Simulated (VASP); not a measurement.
Write the native input for VASP 6.6.1 that does the following.

| Item | Value |
| --- | --- |
| Task | relaxation of cell and atoms |
| Functional | PBEsol |
| Potentials or basis | VASP PAW PBE potentials, release 64 (Zn, S, Se) |
| Cutoff | 600 eV |
| k mesh | 6 × 6 × 4 |
| Occupations | gaussian, width 0.03 eV |
| Spin | no spin polarisation |
| Further INCAR settings | ALGO = Normal; EDIFF = 1e-06; IBRION = 2; EDIFFG = -0.01; NSW = 90; ISIF = 3 |

The structure of Zn8Se5S3 lies in POSCAR:

```
Zn8Se5S3
1.0
   -5.5687500000      0.0000000000      5.5687500000
   -5.5687500000     -5.5687500000      0.0000000000
    0.0000000000     -5.5687500000      5.5687500000
Zn S Se
8 3 5
Direct
    0.0000000000      0.5000000000      0.0000000000
    0.0000000000      0.0000000000      0.0000000000
    0.0000000000      0.5000000000      0.5000000000
    0.0000000000      0.0000000000      0.5000000000
    0.5000000000      0.5000000000      0.0000000000
    0.5000000000      0.0000000000      0.0000000000
    0.5000000000      0.5000000000      0.5000000000
    0.5000000000      0.0000000000      0.5000000000
    0.1250000000      0.1250000000      0.1250000000
    0.1250000000      0.6250000000      0.1250000000
    0.1250000000      0.1250000000      0.6250000000
    0.1250000000      0.6250000000      0.6250000000
    0.6250000000      0.1250000000      0.1250000000
    0.6250000000      0.6250000000      0.1250000000
    0.6250000000      0.1250000000      0.6250000000
    0.6250000000      0.6250000000      0.6250000000
```

The cell was built by a generator and needn't be a form met in nature.

One way to write it, as run:

INCAR

```
PREC = Accurate ; ENCUT = 600
EDIFF = 1E-6 ; ISMEAR = 0
SIGMA = 0.03 ; LREAL = False
LASPH = True ; NELM = 80
ALGO = Normal ; ISIF = 3
LWAVE = False ; LCHARG = False
GGA = PS ; IBRION = 2
NSW = 90 ; EDIFFG = -0.01
KPAR = 4
```

KPOINTS

```
Automatic mesh
0
Gamma
  6 6 4
```

Potentials or basis: VASP PAW PBE potentials, release 64 (Zn, S, Se).

Command:

```console
$ cat potpaw_PBE.64/Zn/POTCAR potpaw_PBE.64/S/POTCAR potpaw_PBE.64/Se/POTCAR > POTCAR
$ mpirun -np 4 vasp_std > vasp.out
```

Results of the run:

| Item | Value |
| --- | --- |
| Relaxed volume | 21.20 Å³/atom |
| Relaxed cell | a = 7.830 Å, b = 7.828 Å, c = 7.828 Å, α = 60.00°, β = 60.01°, γ = 60.01° |
| Space group after relaxing (to 0.05 Å) | R3m (No. 160) |
| Energy gained by relaxing | 12.0 meV/atom |
| Ionic steps | 9 |
| Pressure after relaxing | 0.0 GPa |
| Largest force after relaxing | 0.005 eV/Å |
| Band gap on the k mesh | 1.37 eV, direct |

Caveat: the PAW data sets were made with another functional, which shifts forces and pressure a little.

Wall time 44 min on 4 MPI ranks on Intel(R) Xeon(R) 6975P-C (Granite Rapids), on a shared host, peak memory 1.8 GiB a rank.
